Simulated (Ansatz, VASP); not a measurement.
# B13C2 (B13C2 (R-3m)): VASP beside Ansatz, part 2 of 2

One calculation is typed for both programs; each brings its own data sets. How far apart do they land? The cell is taken from a series of runs on this material, whose earlier steps may have relaxed, scaled, displaced or heated it; both programs get it as it stands.

VASP 6.6.1 and Ansatz 0.2.0.

So far: Set-up; Ansatz: relaxation of cell and atoms, PBEsol.

## 3. VASP: relaxation of cell and atoms, PBEsol

Level of this step: PBEsol; plane waves and PAW (B, C) (VASP).

The same cell, functional, mesh and smearing now go to VASP, with its own data sets.

Lines of VASP's logs that name or quote its potential files are left out, and so is its time.

File INCAR:

```
SYSTEM = B13C2
PREC = Accurate
ENCUT = 600
EDIFF = 1E-07
NELM = 120
ISMEAR = -1
SIGMA = 0.05
LREAL = .FALSE.
ALGO = Normal
GGA = PS
NBANDS = 38
LORBIT = 11
LWAVE = .FALSE.
LCHARG = .FALSE.
ISIF = 3
IBRION = 2
NSW = 80
EDIFFG = -0.005
LASPH = .TRUE.
GGA_COMPAT = .FALSE.
NELMIN = 4
KPAR = 4
```

File POSCAR:

```
B13C2
1.0
    2.8243560000      1.6306430000      4.0291620000
   -2.8243560000      1.6306430000      4.0291620000
    0.0000000000     -3.2612850000      4.0291620000
B C
13 2
Direct
    0.4999998102      0.4999998102      0.5000000000
    0.8033926837      0.3185894886      0.8033928735
    0.8033926837      0.8033926837      0.3185896784
    0.3185894886      0.8033926837      0.8033928735
    0.6814101317      0.1966069367      0.1966071265
    0.1966069367      0.6814101317      0.1966071265
    0.1966069367      0.1966069367      0.6814103216
    0.0078721674      0.3239229969      0.0078723572
    0.0078721674      0.0078721674      0.3239231867
    0.3239229969      0.0078721674      0.0078723572
    0.6760766235      0.9921274530      0.9921276428
    0.9921274530      0.6760766235      0.9921276428
    0.9921274530      0.9921274530      0.6760768133
    0.6188113645      0.6188113645      0.6188115544
    0.3811882558      0.3811882558      0.3811884456
```

File KPOINTS:

```
Automatic mesh
0
Gamma
9 9 9
0 0 0
```

The projector-augmented-wave data sets are B and C (PBE family, release 64).

Command:

```console
mpirun -np 4 vasp_std
```

Numbers of over 12 decimals in the logs are rounded to 6 here.

The program printed:

```text
[banner, memory and clock lines left out]
running    4 mpi-ranks, on    1 nodes
 distrk:  each k-point on    1 cores,    4 groups
 distr:  one band on    1 cores,    1 groups

 POSCAR found type information on POSCAR B C
 POSCAR found :  2 types and      15 ions
|                                                                             |
|               ----> ADVICE to this user running VASP <----                  |
|                                                                             |
|     You enforced a specific xc type in the INCAR file but a different       |
|     [... a line on the potential file left out ...]
|     I HOPE YOU KNOW WHAT YOU ARE DOING!                                     |
|                                                                             |

 LDA part: xc-table for (Slater+PW92), standard interpolation
 POSCAR, INCAR and KPOINTS ok, starting setup
 FFT: planning ... GRIDC
 FFT: planning ... GRID_SOFT
 FFT: planning ... GRID
 WAVECAR not read
 entering main loop
       N       E                     dE             d eps       ncg     rms          rms(c)
DAV:   1     0.119805248527E+03    0.11981E+03   -0.23536E+04  6460   0.126E+03
DAV:   2    -0.108288457757E+03   -0.22809E+03   -0.21359E+03  8302   0.244E+02
DAV:   3    -0.118188384048E+03   -0.98999E+01   -0.97824E+01  8552   0.446E+01
DAV:   4    -0.118309212472E+03   -0.12083E+00   -0.12060E+00  8224   0.522E+00
DAV:   5    -0.118311130282E+03   -0.19178E-02   -0.19172E-02  8162   0.650E-01    0.139E+01
DAV:   6    -0.112967847539E+03    0.53433E+01   -0.72028E+00  7528   0.108E+01    0.725E+00
DAV:   7    -0.111884337236E+03    0.10835E+01   -0.24514E+00  7940   0.661E+00    0.286E+00
DAV:   8    -0.111816732760E+03    0.67604E-01   -0.27537E-01  8154   0.240E+00    0.699E-01
DAV:   9    -0.111816770620E+03   -0.37860E-04   -0.21189E-02  7918   0.738E-01    0.176E-01
DAV:  10    -0.111817064245E+03   -0.29363E-03   -0.15798E-03  7996   0.195E-01    0.578E-02
DAV:  11    -0.111817115317E+03   -0.51071E-04   -0.11494E-04  8186   0.573E-02    0.225E-02
DAV:  12    -0.111817127038E+03   -0.11721E-04   -0.26486E-05  7994   0.266E-02    0.657E-03
DAV:  13    -0.111817128483E+03   -0.14457E-05   -0.36739E-06  7866   0.967E-03    0.250E-03
DAV:  14    -0.111817128770E+03   -0.28663E-06   -0.42006E-07  8202   0.338E-03    0.524E-04
DAV:  15    -0.111817128806E+03   -0.36182E-07   -0.46619E-08  4754   0.111E-03
   1 F= -.11181713E+03 E0= -.11180305E+03  d E =-.111817E+03
[...]
2 F= -.11181772E+03 E0= -.11180349E+03  d E =-.592880E-03
[...]
3 F= -.11182300E+03 E0= -.11180884E+03  d E =-.587072E-02
[...]
4 F= -.11182350E+03 E0= -.11180917E+03  d E =-.502204E-03
[...]
5 F= -.11182370E+03 E0= -.11180943E+03  d E =-.701311E-03
[...]
6 F= -.11182382E+03 E0= -.11180948E+03  d E =-.118807E-03
[...]
7 F= -.11182382E+03 E0= -.11180948E+03  d E =-.119566E-03
 curvature:  -0.51 expect dE=-0.314E-04 dE for cont linesearch -0.118E-09
 trial: gam= 0.22193 g(F)=  0.585E-04 g(S)=  0.240E-05 ort = 0.261E-06 (trialstep = 0.855E+00)
 search vector abs. value=  0.756E-04
 bond charge predicted
       N       E                     dE             d eps       ncg     rms          rms(c)
DAV:   1    -0.111823854204E+03   -0.33795E-04   -0.22594E-03  6538   0.231E-01    0.129E-02
DAV:   2    -0.111823852991E+03    0.12125E-05   -0.54504E-05  8344   0.375E-02    0.719E-03
DAV:   3    -0.111823851611E+03    0.13804E-05   -0.49227E-06  8094   0.124E-02    0.239E-03
DAV:   4    -0.111823851587E+03    0.23569E-07   -0.12831E-06  7880   0.538E-03    0.171E-03
DAV:   5    -0.111823851554E+03    0.33157E-07   -0.10322E-07  4714   0.143E-03
   8 F= -.11182385E+03 E0= -.11180956E+03  d E =-.311505E-04
 trial-energy change:   -0.000031  1 .order   -0.000031   -0.000052   -0.000010
 step:   1.0580(harm=  1.0580)  dis= 0.00057  next Energy=  -111.823853 (dE=-0.323E-04)
 reached required accuracy - stopping structural energy minimisation
```

OUTCAR, selected parts (step 3):

```text
ion  position               nearest neighbor table
   1  0.500  0.500  0.500-  14 1.44  15 1.44
   2  0.803  0.319  0.803-  14 1.61   5 1.78   7 1.78   8 1.79  13 1.81  11 1.81
   3  0.803  0.803  0.319-  14 1.61   6 1.78   5 1.78   9 1.79  12 1.81  11 1.81
   4  0.319  0.803  0.803-  14 1.61   6 1.78   7 1.78  10 1.79  13 1.81  12 1.81
   5  0.681  0.197  0.197-  15 1.61   2 1.78   3 1.78  11 1.79   9 1.81   8 1.81
   6  0.197  0.681  0.197-  15 1.61   4 1.78   3 1.78  12 1.79   9 1.81  10 1.81
   7  0.197  0.197  0.681-  15 1.61   4 1.78   2 1.78  13 1.79   8 1.81  10 1.81
   8  0.008  0.324  0.008-  12 1.76   9 1.79  10 1.79   2 1.79   7 1.81   5 1.81
   9  0.008  0.008  0.324-  13 1.76  10 1.79   8 1.79   3 1.79   6 1.81   5 1.81
  10  0.324  0.008  0.008-  11 1.76   9 1.79   8 1.79   4 1.79   7 1.81   6 1.81
  11  0.676  0.992  0.992-  10 1.76  13 1.79  12 1.79   5 1.79   3 1.81   2 1.81
  12  0.992  0.676  0.992-   8 1.76  13 1.79  11 1.79   6 1.79   3 1.81   4 1.81
  13  0.992  0.992  0.676-   9 1.76  11 1.79  12 1.79   7 1.79   2 1.81   4 1.81
  14  0.619  0.619  0.619-   1 1.44   2 1.61   4 1.61   3 1.61
  15  0.381  0.381  0.381-   1 1.44   5 1.61   6 1.61   7 1.61

  LATTYP: Found a trigonal (rhomboedric) cell.
 ALAT       =     5.1836402531
 COS(alpha) =     0.4062561535

 Subroutine GETGRP returns: Found 12 space group operations
 (whereof 12 operations were pure point group operations)

The static configuration has the point symmetry D_3d.

 Found     85 irreducible k-points:

   k-points           NKPTS =     85   k-points in BZ     NKDIM =     85   number of bands    NBANDS=     38

   dimension x,y,z NGX =    42 NGY =   42 NGZ =   42
   dimension x,y,z NGXF=    84 NGYF=   84 NGZF=   84

   ENCUT  =  600.0 eV  44.10 Ry    6.64 a.u.  10.35 10.35 10.35*2*pi/ulx,y,z

   NELECT =      47.0000    total number of electrons

 k-points in reciprocal lattice and weights: Automatic mesh
   0.00000000  0.00000000  0.00000000       0.001
   0.11111111  0.00000000  0.00000000       0.008
   0.22222222  0.00000000  0.00000000       0.008
   0.33333333 -0.00000000  0.00000000       0.008
   0.44444444  0.00000000  0.00000000       0.008
   0.11111111  0.11111111  0.00000000       0.008
   0.22222222  0.11111111  0.00000000       0.016
   0.33333333  0.11111111 -0.00000000       0.016
   0.44444444  0.11111111  0.00000000       0.016
[...]
0.44444444  0.44444444  0.44444444       0.003
  -0.44444444  0.44444444  0.44444444       0.008

 average (electrostatic) potential at core
       1 -27.8456       2 -26.5095       3 -26.5095       4 -26.5095       5 -26.5095
       6 -26.5095       7 -26.5095       8 -26.2551       9 -26.2551      10 -26.2551
      11 -26.2552      12 -26.2552      13 -26.2552      14 -48.0702      15 -48.0702

 E-fermi :   4.5467

 k-point     1 :       0.0000    0.0000    0.0000
  band No.  band energies     occupation
    ...
     18       2.8385      2.00000
     19       3.2907      2.00000
     20       3.5311      2.00000
     21       3.9723      1.99998
     22       3.9723      1.99998
     23       4.8543      0.00425
     24       4.8543      0.00425
     25      10.0418      0.00000
     26      10.0418      0.00000
     27      10.3758      0.00000
    ...

 k-point     2 :       0.1111    0.0000    0.0000
  band No.  band energies     occupation
    ...
     18       2.9715      2.00000
     19       3.1346      2.00000
     20       3.4782      2.00000
     21       3.8141      2.00000
     22       4.0564      1.99989
     23       4.7030      0.08420
     24       4.8648      0.00345
     25       9.6615      0.00000
     26       9.9277      0.00000
     27      10.3002      0.00000
    ...

 k-point     3 :       0.2222    0.0000    0.0000
  band No.  band energies     occupation
    ...
     19       2.9125      2.00000
     20       3.3625      2.00000
     21       3.6727      2.00000
     22       4.0058      1.99996
     23       4.2992      1.98594
     24       4.8919      0.00201
     25       8.9670      0.00000
     26       9.5848      0.00000
     27      10.0361      0.00000
     28      11.1479      0.00000
    ...

  Total        0.0027159      0.0027159     -0.0223144      0.0000000     -0.0000000     -0.0000000
  in kB        0.0393360      0.0393359     -0.3231878      0.0000000     -0.0000000     -0.0000000
  external PRESSURE =      -0.0815053 kB  Pullay stress =       0.0000000 kB

  energy-cutoff  :      600.00
  volume of cell :      110.62
      direct lattice vectors                 reciprocal lattice vectors
     2.818331013  1.627164471  4.020366253     0.177409963  0.102427692  0.082911177
    -2.818331013  1.627164471  4.020366253    -0.177409963  0.102427692  0.082911177
     0.000000000 -3.254327946  4.020366254     0.000000000 -0.204855383  0.082911203

 POSITION                                       TOTAL-FORCE (eV/Angst)
 -----------------------------------------------------------------------------------
      0.00000     -0.00000      6.03055        -0.000000     -0.000000     -0.000000
      1.36683     -0.78914      7.74033        -0.000426      0.000246     -0.000430
      0.00000      1.57828      7.74033        -0.000000     -0.000492     -0.000430
     -1.36683     -0.78914      7.74033         0.000426      0.000246     -0.000430
      1.36683      0.78914      4.32077        -0.000426     -0.000246      0.000430
     -1.36683      0.78914      4.32077         0.000426     -0.000246      0.000430
      0.00000     -1.57828      4.32077        -0.000000      0.000492      0.000430
     -0.89084      0.51433      1.36688         0.002751     -0.001588     -0.000291
      0.00000     -1.02865      1.36688        -0.000000      0.003177     -0.000291
      0.89084      0.51433      1.36688        -0.002751     -0.001588     -0.000291
     -0.89084     -0.51433     10.69422         0.002751      0.001588      0.000291
      0.89084     -0.51433     10.69422        -0.002751      0.001588      0.000291
      0.00000      1.02865     10.69422        -0.000000     -0.003177      0.000291
      0.00000     -0.00000      7.47433        -0.000000     -0.000000     -0.001733
      0.00000     -0.00000      4.58677        -0.000000      0.000000      0.001733
 -----------------------------------------------------------------------------------
    total drift:                               -0.000000      0.001005      0.002511

  FREE ENERGIE OF THE ION-ELECTRON SYSTEM (eV)
  ---------------------------------------------------
  free  energy   TOTEN  =      -111.8238515540 eV

  energy  without entropy=     -111.7952714540  energy(sigma->0) =     -111.80956150

 reached required accuracy - stopping structural energy minimisation

 total charge
# of ion       s       p       d       tot
------------------------------------------
    1        0.849   1.156   0.000   2.005
    2        0.683   1.362   0.000   2.045
    3        0.683   1.362   0.000   2.045
    4        0.683   1.362   0.000   2.045
    5        0.683   1.362   0.000   2.045
    6        0.683   1.362   0.000   2.045
    7        0.683   1.362   0.000   2.045
    8        0.688   1.323   0.000   2.010
    9        0.688   1.323   0.000   2.010
   10        0.688   1.323   0.000   2.010
   11        0.688   1.323   0.000   2.010
   12        0.688   1.323   0.000   2.010
   13        0.688   1.323   0.000   2.010
   14        0.839   1.812   0.000   2.651
   15        0.839   1.812   0.000   2.651
--------------------------------------------------
tot         10.754  20.883   0.000  31.637

[... 3 further parts left out ...]
```

CONTCAR:

```
B13C2
   1.00000000000000
     2.8183310127992205    1.6271644707733366    4.0203662532303488
    -2.8183310127992205    1.6271644707733366    4.0203662532303488
     0.0000000000000000   -3.2543279458602217    4.0203662541110461
  B               C
    13     2
Direct
     0.4999998102000021    0.4999998102000021    0.5000000000000000
     0.8034188430754144    0.3184415330984086    0.8034190328753620
     0.8034188430754097    0.8034188430754097    0.3184417228983521
     0.3184415330984086    0.8034188430754144    0.8034190328753620
     0.6815580872015865    0.1965807773245825    0.1965809671246380
     0.1965807773245825    0.6815580872015865    0.1965809671246380
     0.1965807773245874    0.1965807773245874    0.6815582771016480
     0.0079669360505627    0.3240541382284421    0.0079671258505419
     0.0079669360505736    0.0079669360505736    0.3240543280284122
     0.3240541382284421    0.0079669360505627    0.0079671258505419
     0.6759454821715620    0.9920326843494414    0.9920328741494583
     0.9920326843494414    0.6759454821715620    0.9920328741494583
     0.9920326843494305    0.9920326843494305    0.6759456719715878
     0.6197055311064904    0.6197055311064904    0.6197057210072784
     0.3802940891935048    0.3802940891935048    0.3802942789927214
```

This run has no spin polarisation. Its electron count is odd, so without a moment it is a metal by construction.

## 4. Comparison

Known differences besides the potentials themselves: the cutoff is 420 eV in Ansatz and 600 eV in VASP; Ansatz makes its cores anew for this functional, VASP keeps those of its PBE data sets; Ansatz adds a Pulay correction to the stress that steers its cell, VASP none. Total energies have different zeros and are not compared.

Compared:

| quantity | Ansatz | VASP | difference |
| --- | --- | --- | --- |
| volume (Å³) | 110.51 | 110.62 | -0.11 % |
| edge a after relaxation, in the typed setting (Å) | 5.171 | 5.172 | -0.03 % |

## 5. Results

```json
{"difference in volume (relaxation of cell and atoms, PBEsol)": "-0.11 %"}
```

In words: The difference in volume is -0.11 % (relaxation of cell and atoms, PBEsol), within the 1.2 % picked in this series as the mark of a large difference, as far as the stopping tolerances let one tell. How closely two codes agree says nothing of how well the functional describes the real material.

[Lines on the potential files, build, host, timing and source positions are cut from VASP's logs without a mark.]

[Logs are printed without paths, hosts, clocks, repeated set-up lines and the standing remarks that a program may print on its own settings, such as how far it seeks lower states.]

[Hosts, paths, dates, database ids (printed as entryN), source tags and the programs' standing remarks are cut or masked in the printed files.]
